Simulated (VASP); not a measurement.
Data:

```
CELL_PARAMETERS angstrom
      0.00000     2.30520     2.30520
      2.30520     0.00000     2.30520
      2.30520     2.30520     0.00000
ATOMIC_POSITIONS crystal
  Ga 0.00000 0.00000 0.00000
  N  0.25000 0.25000 0.25000
```

All values below come from PBE GGA, VASP's PBE PAW potentials (set 64) (plane waves; VASP 6.6.1). Run with 520 eV cut-off, 9×9×9 Γ-centred mesh, Gaussian smearing of 0.050 eV, potentials Ga_d N.

Task: Give the stress tensor in GPa (positive for a compressed cell).

Result: 
```
-6.23   0.00   0.00
 0.00  -6.23   0.00
 0.00   0.00  -6.23
```
The pressure is its mean diagonal, -6.23 GPa.

The compound is GaN in the zinc blende structure, a metastable form; wurtzite is the usual one. The cell was not relaxed at this level.
